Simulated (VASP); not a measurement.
Crystal: GaBiSe4.

```
CELL_PARAMETERS angstrom
5.70593 0.00000 0.00000
0.00000 3.98600 0.00000
-1.26398 0.00000 6.94850
ATOMIC_POSITIONS crystal
Ga 0.00000 0.00000 0.00000
Bi 0.50000 0.50000 0.50000
Se 0.14029 0.00000 0.35014
Se 0.85971 0.00000 0.64986
Se 0.32565 0.50000 0.88657
Se 0.67435 0.50000 0.11343
```

The cell was built by a generator and needn't be a form met in nature.

```yaml
Program: VASP 6.6.1
Task: relaxation of cell and atoms
Functional: PBE
Potentials_or_basis: VASP PAW PBE potentials, release 64 (Ga_d, Bi_d, Se)
Cutoff: 520 eV
k_mesh: 6 × 8 × 4
Occupations: gaussian, width 0.1 eV
Spin: no spin polarisation
```

At the start: pressure 1.8 GPa; volume 26.34 Å³/atom.

Problem. Where does the relaxation end?

Solution. Over 14 steps the energy falls by 28.3 meV/atom and the volume is 27.07 Å³/atom (+2.8 %); space group P2/m (No. 10, to 0.05 Å).

The path:
```tsv
step	energy change (eV)	largest force (eV/Å)	pressure (GPa)	volume (Å³)
1	0.0000	0.7738	1.85	158.04
2	-0.0576	0.3801	-1.18	165.07
3	-0.0642	0.4014	-0.47	163.25
4	-0.1055	0.2897	-0.36	163.42
5	-0.1343	0.3030	-0.02	163.64
6	-0.1566	0.1697	-0.18	163.61
7	-0.1651	0.0693	-0.32	163.53
8	-0.1681	0.0332	0.33	161.49
9	-0.1683	0.0402	0.18	161.94
10	-0.1692	0.0696	-0.05	162.30
11	-0.1693	0.0522	0.00	162.20
12	-0.1698	0.0146	0.01	162.32
13	-0.1698	0.0204	0.01	162.35
14	-0.1699	0.0071	-0.02	162.42
```

Final structure:
```
Ga Bi Se
1.0
     5.47114    0.00000    0.04237
     0.00000    4.18753    0.00000
    -1.15862    0.00000    7.08039
Ga Bi Se
1 1 4
Direct
  0.00000 0.00000 0.00000
  0.50000 0.50000 0.50000
  0.15380 0.00000 0.33537
  0.84620 0.00000 0.66463
  0.31060 0.50000 0.89153
  0.68940 0.50000 0.10847
```
